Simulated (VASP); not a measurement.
## Relaxed cell of Mo: a test of cutoff and mesh

Aim: test the relaxed volume of Mo against cutoff and mesh. The starting structure is a measured crystal structure from the Crystallography Open Database. The first relaxation on each setting starts from this cell expanded by 3 % in volume.

Program: VASP 6.6.1. Level of theory: Kohn-Sham DFT with plane waves and PAW; PBEsol. Results are calculated unless marked as measured.

## Step 1: The starting structure

Symmetry: Im-3m, No. 229, cubic system. Conventional cell: a = 3.147 Å, b = 3.147 Å, c = 3.147 Å, α = 90.00°, β = 90.00°, γ = 90.00°. Nearest to Mo lie 8 Mo at 2.73 Å.

## Step 2: Reference relaxation

This run starts from the cell of an earlier relaxation, which isn't shown; the restart sets up the plane waves anew.

Contents of INCAR:

```
SYSTEM = Mo
PREC = Accurate
ENCUT = 450
EDIFF = 1E-06
NELM = 100
ISMEAR = 1
SIGMA = 0.15
LREAL = .FALSE.
ALGO = Normal
GGA = PS
NBANDS = 13
LORBIT = 11
LWAVE = .FALSE.
LCHARG = .FALSE.
KPAR = 4
IBRION = 2
NSW = 50
ISIF = 3
EDIFFG = -0.006
```

Contents of POSCAR:

```
Mo
1.0
   -1.5659467437      1.5659467437      1.5659467437
    1.5659467437     -1.5659467437      1.5659467437
    1.5659467437      1.5659467437     -1.5659467437
Mo
1
Direct
    0.0000000000      0.0000000000      0.0000000000
```

Contents of KPOINTS:

```
Automatic mesh
0
Gamma
20 20 20
0 0 0
```

PAW data sets: Mo_sv (PBE family, release 64).

Command:

```sh
mpirun -np 4 vasp_std
```

Log:

```text
[banner, memory and clock lines left out]
running    4 mpi-ranks, on    1 nodes
 distrk:  each k-point on    1 cores,    4 groups
 distr:  one band on    1 cores,    1 groups

 POSCAR found type information on POSCAR Mo
 POSCAR found :  1 types and       1 ions
|                                                                             |
|               ----> ADVICE to this user running VASP <----                  |
|                                                                             |
|     You enforced a specific xc type in the INCAR file but a different       |
|     [... a line on the potential file left out ...]
|     I HOPE YOU KNOW WHAT YOU ARE DOING!                                     |
|                                                                             |

 LDA part: xc-table for (Slater+PW92), standard interpolation
 POSCAR, INCAR and KPOINTS ok, starting setup
 FFT: planning ... GRIDC
 FFT: planning ... GRID_SOFT
 FFT: planning ... GRID
 WAVECAR not read
 entering main loop
       N       E                     dE             d eps       ncg     rms          rms(c)
DAV:   1     0.809747926498E+02    0.80975E+02   -0.74551E+03  6772   0.999E+02
DAV:   2    -0.115650070734E+02   -0.92540E+02   -0.89151E+02  7571   0.291E+02
DAV:   3    -0.125333036804E+02   -0.96830E+00   -0.96521E+00  7486   0.297E+01
DAV:   4    -0.125354551133E+02   -0.21514E-02   -0.21512E-02  7491   0.168E+00
DAV:   5    -0.125354675747E+02   -0.12461E-04   -0.12461E-04  7556   0.114E-01    0.165E+01
DAV:   6    -0.118794490755E+02    0.65602E+00   -0.77863E-01  6841   0.108E+01    0.448E+00
DAV:   7    -0.117848115542E+02    0.94638E-01   -0.15007E-01  7396   0.450E+00    0.954E-01
DAV:   8    -0.117787727735E+02    0.60388E-02   -0.40042E-03  6906   0.799E-01    0.209E-01
DAV:   9    -0.117787885536E+02   -0.15780E-04   -0.85826E-05  7844   0.111E-01    0.878E-02
DAV:  10    -0.117787947771E+02   -0.62235E-05   -0.84399E-06  6931   0.334E-02    0.365E-03
DAV:  11    -0.117787949606E+02   -0.18344E-06   -0.68469E-08  3728   0.287E-03
   1 F= -.11778795E+02 E0= -.11778623E+02  d E =-.117788E+02
 curvature:   0.00 expect dE= 0.000E+00 dE for cont linesearch  0.000E+00
 trial: gam= 0.00000 g(F)=  0.806E-64 g(S)=  0.117E-04 ort = 0.000E+00 (trialstep = 0.100E+01)
 search vector abs. value=  0.117E-04
 bond charge predicted
       N       E                     dE             d eps       ncg     rms          rms(c)
DAV:   1    -0.117790794174E+02   -0.28464E-03   -0.62186E-03  6751   0.105E+00    0.199E-01
DAV:   2    -0.117788009671E+02    0.27845E-03   -0.42697E-04  6696   0.259E-01    0.333E-02
DAV:   3    -0.117787805713E+02    0.20396E-04   -0.63431E-05  7001   0.984E-02    0.301E-02
DAV:   4    -0.117787840726E+02   -0.35013E-05   -0.15958E-06  6018   0.131E-02    0.116E-03
DAV:   5    -0.117787840938E+02   -0.21233E-07   -0.11833E-07  3398   0.426E-03
   2 F= -.11778784E+02 E0= -.11778609E+02  d E =0.108668E-04
 trial-energy change:    0.000011  1 .order    0.000011   -0.000012    0.000034
 step:   0.2554(harm=  0.2554)  dis= 0.00000  next Energy=   -11.778796 (dE=-0.150E-05)
 bond charge predicted
       N       E                     dE             d eps       ncg     rms          rms(c)
DAV:   1    -0.117789608445E+02   -0.17677E-03   -0.34464E-03  6756   0.779E-01    0.148E-01
DAV:   2    -0.117788084434E+02    0.15240E-03   -0.23784E-04  6696   0.193E-01    0.248E-02
DAV:   3    -0.117787967116E+02    0.11732E-04   -0.34994E-05  6966   0.731E-02    0.222E-02
DAV:   4    -0.117787965280E+02    0.18358E-06   -0.87675E-07  5335   0.981E-03
   3 F= -.11778797E+02 E0= -.11778624E+02  d E =-.156746E-05
 curvature:  -0.13 expect dE=-0.238E-06 dE for cont linesearch -0.238E-06
 trial: gam= 0.00000 g(F)=  0.223E-62 g(S)=  0.186E-05 ort =-0.468E-05 (trialstep = 0.851E+00)
 search vector abs. value=  0.186E-05
 reached required accuracy - stopping structural energy minimisation
```

Wall time 7 s (4 MPI ranks of Intel Xeon 6975P-C (Granite Rapids), shared host); peak memory 0.61 GiB; 26 s of CPU time.

The logs omit lines about the potential files and the build; timing stands in the text.

Parts of OUTCAR (step 2):

```text
ion  position               nearest neighbor table
   1  0.000  0.000  0.000-

  LATTYP: Found a body centered cubic cell.
 ALAT       =     3.1318934874

 Subroutine GETGRP returns: Found 48 space group operations
 (whereof 48 operations were pure point group operations)

The static configuration has the point symmetry O_h .

 Found    256 irreducible k-points:

   k-points           NKPTS =    256   k-points in BZ     NKDIM =    256   number of bands    NBANDS=     13

   dimension x,y,z NGX =    20 NGY =   20 NGZ =   20
   dimension x,y,z NGXF=    40 NGYF=   40 NGZF=   40

   ENCUT  =  450.0 eV  33.07 Ry    5.75 a.u.   4.69  4.69  4.69*2*pi/ulx,y,z

   NELECT =      14.0000    total number of electrons

 k-points in reciprocal lattice and weights: Automatic mesh
   0.00000000  0.00000000  0.00000000       0.000
   0.05000000  0.00000000  0.00000000       0.002
   0.10000000  0.00000000  0.00000000       0.002
   0.15000000  0.00000000  0.00000000       0.002
   0.20000000  0.00000000  0.00000000       0.002
   0.25000000  0.00000000  0.00000000       0.002
   0.30000000  0.00000000  0.00000000       0.002
   0.35000000  0.00000000  0.00000000       0.002
   0.40000000  0.00000000  0.00000000       0.002
[...]
0.50000000  0.50000000  0.45000000       0.002
   0.50000000  0.50000000  0.50000000       0.000

 average (electrostatic) potential at core
       1 -68.7448

 E-fermi :  12.7727

 k-point     1 :       0.0000    0.0000    0.0000
  band No.  band energies     occupation
    ...
      4     -21.6900      2.00000
      5       5.4107      2.00000
      6      11.3526      2.00000
      7      11.3526      2.00000
      8      11.3526      2.00000
      9      14.4291     -0.00000
     10      14.4291     -0.00000
     11      27.5893      0.00000
     12      27.5893      0.00000
     13      27.5893      0.00000

 k-point     2 :       0.0500    0.0000    0.0000
  band No.  band energies     occupation
    ...
      4     -21.6903      2.00000
      5       5.5247      2.00000
      6      11.2873      2.00000
      7      11.3424      2.00000
      8      11.4595      2.00000
      9      14.3299     -0.00000
     10      14.4305     -0.00000
     11      27.6777      0.00000
     12      27.7814      0.00000
     13      27.8245      0.00000

 k-point     3 :       0.1000    0.0000    0.0000
  band No.  band energies     occupation
    ...
      4     -21.6913      2.00000
      5       5.8531      2.00000
      6      11.1036      2.00000
      7      11.2990      2.00000
      8      11.7768      2.00000
      9      14.0985     -0.00000
     10      14.4382     -0.00000
     11      27.9019      0.00000
     12      28.3441      0.00000
     13      28.4353      0.00000

  Total        0.0035890      0.0035890      0.0035890     -0.0000000     -0.0000000      0.0000000
  in kB        0.3744856      0.3744856      0.3744856     -0.0000000     -0.0000000      0.0000000
  external PRESSURE =       0.3744856 kB  Pullay stress =       0.0000000 kB

  energy-cutoff  :      450.00
  volume of cell :       15.35
      direct lattice vectors                 reciprocal lattice vectors
    -1.565773052  1.565773052  1.565773052     0.000000000  0.319331080  0.319331080
     1.565773052 -1.565773052  1.565773052     0.319331080  0.000000000  0.319331080
     1.565773052  1.565773052 -1.565773052     0.319331080  0.319331080  0.000000000

 POSITION                                       TOTAL-FORCE (eV/Angst)
 -----------------------------------------------------------------------------------
      0.00000      0.00000      0.00000         0.000000     -0.000000      0.000000
 -----------------------------------------------------------------------------------
    total drift:                                0.000000     -0.000000      0.000000

  FREE ENERGIE OF THE ION-ELECTRON SYSTEM (eV)
  ---------------------------------------------------
  free  energy   TOTEN  =       -11.7787965280 eV

  energy  without entropy=      -11.7782776126  energy(sigma->0) =      -11.77862356

 reached required accuracy - stopping structural energy minimisation

 total charge
# of ion       s       p       d       tot
------------------------------------------
    1        2.391   6.214   3.940  12.544

[... 3 further parts left out ...]
```

The PAW data sets were made with PBE, which is usual practice but a small mismatch for other functionals. The run keeps the 48 symmetry operations of its start, so it cannot find a distortion of lower symmetry.

The reference relaxation ends at 15.355 Å³ an atom.

## Step 3: Relaxation with a cutoff of 240 eV

Against step 2 the input has ENCUT = 240. This run starts from the cell of an earlier relaxation, which isn't shown; the restart sets up the plane waves anew.

Edit INCAR of step 2 so:

```diff
@@ -2,3 +2,3 @@
 PREC = Accurate
-ENCUT = 450
+ENCUT = 240
 EDIFF = 1E-06
```

Contents of POSCAR:

```
Mo
1.0
   -1.5562139261      1.5562139261      1.5562139261
    1.5562139261     -1.5562139261      1.5562139261
    1.5562139261      1.5562139261     -1.5562139261
Mo
1
Direct
    0.0000000000      0.0000000000      0.0000000000
```

KPOINTS is that of step 2.

Command:

```sh
mpirun -np 4 vasp_std
```

Log:

```text
[banner, memory and clock lines left out]
running    4 mpi-ranks, on    1 nodes
[...]
[... a notice as in an earlier step ...]

 LDA part: xc-table for (Slater+PW92), standard interpolation
 POSCAR, INCAR and KPOINTS ok, starting setup
[...]
entering main loop
       N       E                     dE             d eps       ncg     rms          rms(c)
DAV:   1     0.393873532269E+02    0.39387E+02   -0.52569E+03  7223   0.632E+02
DAV:   2    -0.121203267566E+02   -0.51508E+02   -0.49762E+02  7656   0.201E+02
DAV:   3    -0.125008308082E+02   -0.38050E+00   -0.38021E+00  7376   0.166E+01
DAV:   4    -0.125012681184E+02   -0.43731E-03   -0.43731E-03  7416   0.666E-01
[...]
DAV:   9    -0.117585403994E+02   -0.14465E-04   -0.59746E-05  7671   0.908E-02    0.735E-02
DAV:  10    -0.117585496676E+02   -0.92683E-05   -0.36084E-06  7011   0.200E-02    0.458E-03
DAV:  11    -0.117585495779E+02    0.89691E-07   -0.19065E-07  3538   0.527E-03
   1 F= -.11758550E+02 E0= -.11758346E+02  d E =-.117585E+02
[... from here on, the cycles between the ionic steps are left out ...]
   2 F= -.11694884E+02 E0= -.11694711E+02  d E =0.636660E-01
   3 F= -.11761819E+02 E0= -.11761609E+02  d E =-.326959E-02
   4 F= -.11761822E+02 E0= -.11761611E+02  d E =-.327230E-02
[...]
reached required accuracy - stopping structural energy minimisation
```

Elapsed: 3.4 s, on 4 MPI ranks; peak memory 0.45 GiB.

OUTCAR, selected parts (step 3):

```text
  Total        0.0015620      0.0015620      0.0015620     -0.0000000      0.0000000      0.0000000
  in kB        0.1682151      0.1682151      0.1682151     -0.0000000      0.0000000      0.0000000
  external PRESSURE =       0.1682151 kB  Pullay stress =       0.0000000 kB

 POSITION                                       TOTAL-FORCE (eV/Angst)
 -----------------------------------------------------------------------------------
      0.00000     -0.00000      0.00000         0.000000     -0.000000      0.000000
 -----------------------------------------------------------------------------------
    total drift:                               -0.000000     -0.000000     -0.000000

  FREE ENERGIE OF THE ION-ELECTRON SYSTEM (eV)
  ---------------------------------------------------
  free  energy   TOTEN  =       -11.7618218775 eV

  energy  without entropy=      -11.7611903376  energy(sigma->0) =      -11.76161136

[... 2 parts as in an earlier step ...]

[... 2 further parts left out ...]
[key lines of the parts left out:]
E-fermi :  13.3081
```

With a cutoff of 240 eV the cell ends at 14.878 Å³ an atom, -3.11 % from the reference, and since the restart alone still moved it by -1.3 % it may not have settled.

## Step 4: Relaxation with an 11×11×11 mesh

Against step 2 the input has an 11×11×11 mesh. This run starts from the cell of an earlier relaxation, which isn't shown; the restart sets up the plane waves anew.

Edit INCAR of step 3 so:

```diff
@@ -2,3 +2,3 @@
 PREC = Accurate
-ENCUT = 240
+ENCUT = 450
 EDIFF = 1E-06
```

Contents of POSCAR:

```
Mo
1.0
   -1.5660775572      1.5660775572      1.5660775572
    1.5660775572     -1.5660775572      1.5660775572
    1.5660775572      1.5660775572     -1.5660775572
Mo
1
Direct
    0.0000000000      0.0000000000      0.0000000000
```

Contents of KPOINTS:

```
Automatic mesh
0
Gamma
11 11 11
0 0 0
```

Command:

```sh
mpirun -np 4 vasp_std
```

Log:

```text
[... set-up lines as in an earlier step ...]
 entering main loop
       N       E                     dE             d eps       ncg     rms          rms(c)
DAV:   1     0.823215839578E+02    0.82322E+02   -0.73940E+03  1477   0.995E+02
DAV:   2    -0.115335779741E+02   -0.93855E+02   -0.90116E+02  1626   0.292E+02
DAV:   3    -0.125098409598E+02   -0.97626E+00   -0.97406E+00  1651   0.299E+01
DAV:   4    -0.125119270157E+02   -0.20861E-02   -0.20860E-02  1631   0.168E+00
[...]
DAV:   9    -0.117518813058E+02    0.35736E-03   -0.32462E-04  1631   0.213E-01    0.566E-02
DAV:  10    -0.117518830988E+02   -0.17930E-05   -0.16389E-05  1546   0.481E-02    0.252E-03
DAV:  11    -0.117518834858E+02   -0.38701E-06   -0.17295E-07   883   0.534E-03
   1 F= -.11751883E+02 E0= -.11750926E+02  d E =-.117519E+02
[...]
N       E                     dE             d eps       ncg     rms          rms(c)
DAV:   1    -0.117528927903E+02   -0.10097E-02   -0.21652E-02  1486   0.195E+00    0.375E-01
DAV:   2    -0.117518906824E+02    0.10021E-02   -0.15665E-03  1476   0.496E-01    0.581E-02
DAV:   3    -0.117518346269E+02    0.56055E-04   -0.17966E-04  1551   0.165E-01    0.522E-02
DAV:   4    -0.117518438551E+02   -0.92282E-05   -0.65462E-06  1496   0.257E-02    0.179E-03
DAV:   5    -0.117518439543E+02   -0.99191E-07   -0.24784E-07   783   0.626E-03
   2 F= -.11751844E+02 E0= -.11750907E+02  d E =0.395315E-04
 trial-energy change:    0.000040  1 .order    0.000038   -0.000041    0.000117
 step:   0.2589(harm=  0.2589)  dis= 0.00000  next Energy=   -11.751889 (dE=-0.528E-05)
[...]
N       E                     dE             d eps       ncg     rms          rms(c)
DAV:   1    -0.117524655666E+02   -0.62171E-03   -0.11917E-02  1486   0.145E+00    0.275E-01
DAV:   2    -0.117519177300E+02    0.54784E-03   -0.86907E-04  1476   0.369E-01    0.431E-02
DAV:   3    -0.117518863190E+02    0.31411E-04   -0.97806E-05  1541   0.122E-01    0.379E-02
DAV:   4    -0.117518880308E+02   -0.17118E-05   -0.36283E-06  1483   0.191E-02    0.124E-03
DAV:   5    -0.117518879719E+02    0.58832E-07   -0.12258E-07   743   0.439E-03
   3 F= -.11751888E+02 E0= -.11750935E+02  d E =-.448613E-05
[...]
reached required accuracy - stopping structural energy minimisation
```

Wall time 3 s (4 MPI ranks); peak memory 0.51 GiB.

From OUTCAR (step 4):

```text
  Total        0.0015094      0.0015094      0.0015094     -0.0000000     -0.0000000      0.0000000
  in kB        0.1575063      0.1575063      0.1575063     -0.0000000     -0.0000000      0.0000000
  external PRESSURE =       0.1575063 kB  Pullay stress =       0.0000000 kB

 POSITION                                       TOTAL-FORCE (eV/Angst)
 -----------------------------------------------------------------------------------
      0.00000      0.00000      0.00000         0.000000     -0.000000     -0.000000
 -----------------------------------------------------------------------------------
    total drift:                                0.000000      0.000000      0.000000

  FREE ENERGIE OF THE ION-ELECTRON SYSTEM (eV)
  ---------------------------------------------------
  free  energy   TOTEN  =       -11.7518879719 eV

  energy  without entropy=      -11.7490304565  energy(sigma->0) =      -11.75093547

[... 1 part as in an earlier step ...]

[... 3 further parts left out ...]
[key lines of the parts left out:]
E-fermi :  12.6651
```

With an 11×11×11 mesh the cell ends at 15.354 Å³ an atom, +0.00 % from the reference.

## Step 5: Relaxation with a cutoff of 600 eV

Against step 2 the input has ENCUT = 600. This run starts from the cell of an earlier relaxation, which isn't shown; the restart sets up the plane waves anew.

Edit INCAR of step 4 so:

```diff
@@ -2,3 +2,3 @@
 PREC = Accurate
-ENCUT = 450
+ENCUT = 600
 EDIFF = 1E-06
```

Contents of POSCAR:

```
Mo
1.0
   -1.5658860350      1.5658860350      1.5658860350
    1.5658860350     -1.5658860350      1.5658860350
    1.5658860350      1.5658860350     -1.5658860350
Mo
1
Direct
    0.0000000000      0.0000000000      0.0000000000
```

Contents of KPOINTS:

```
Automatic mesh
0
Gamma
20 20 20
0 0 0
```

Command:

```sh
mpirun -np 4 vasp_std
```

Log:

```text
[... set-up lines as in an earlier step ...]
 entering main loop
       N       E                     dE             d eps       ncg     rms          rms(c)
DAV:   1     0.101752546969E+03    0.10175E+03   -0.87154E+03  6677   0.123E+03
DAV:   2    -0.112046394836E+02   -0.11296E+03   -0.10859E+03  7711   0.332E+02
DAV:   3    -0.125333252009E+02   -0.13287E+01   -0.13253E+01  7301   0.358E+01
DAV:   4    -0.125363253107E+02   -0.30001E-02   -0.30001E-02  7571   0.207E+00
[...]
DAV:   9    -0.117791324725E+02   -0.18259E-04   -0.89496E-05  7866   0.115E-01    0.886E-02
DAV:  10    -0.117791399906E+02   -0.75180E-05   -0.88496E-06  6931   0.349E-02    0.362E-03
DAV:  11    -0.117791400820E+02   -0.91409E-07   -0.75231E-08  3718   0.318E-03
   1 F= -.11779140E+02 E0= -.11778968E+02  d E =-.117791E+02
[...]
reached required accuracy - stopping structural energy minimisation
```

Elapsed: 5.2 s, on 4 MPI ranks; peak memory 0.68 GiB.

(Part 1 of 2 ends here.)

[Lines on the potential files, build, host, timing and source positions are cut from VASP's logs without a mark.]

[Logs are printed without paths, hosts, clocks, repeated set-up lines and the standing remarks that a program may print on its own settings, such as how far it seeks lower states.]

[Hosts, paths, dates, database ids (printed as entryN), source tags and the programs' standing remarks are cut or masked in the printed files.]
